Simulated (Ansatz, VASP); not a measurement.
# Tc3Sn: VASP beside Ansatz

```
CELL_PARAMETERS angstrom
2.92184 0.00000 0.00000
-1.46092 2.53039 0.00000
0.00000 0.00000 8.57550
ATOMIC_POSITIONS crystal
Sn 0.00000 0.00000 0.00000
Tc 0.33333 0.66667 0.73822
Tc 0.33333 0.66667 0.26178
Tc 0.00000 0.00000 0.50000
```

Change from the starting cell: volume scaled by 0.98.

Alike in both runs: task single point; functional PBE; k mesh 10 × 10 × 3; occupations fermi-dirac, width 0.05 eV; no spin polarisation.

|  | VASP | Ansatz |
| --- | --- | --- |
| version | VASP 6.6.1 | Ansatz 0.2.0 |
| potentials or method | VASP PAW PBE potentials, release 64 (Sn_d, Tc_pv) | Ansatz PAW earlier set |
| plane-wave cutoff (eV) | 520 | 500 |
| valence electrons in the cell | 53 | 59 |

```tsv
	VASP	Ansatz	Ansatz less VASP
gap on the k mesh at the Fermi level (eV)	none	none	-
pressure (GPa)	2.4	2.7	+0.36
largest component of the traceless stress (GPa)	0.64	0.68	+0.036
rms of the force components (eV/Å)	0.010	0.009	-0.0011
```

Atom by atom the forces differ by 0.018 eV/Å (rms over components). A gap of «none» marks a metal or a gap that the smearing closes. The two sets of potentials don't hold the same shells in valence.
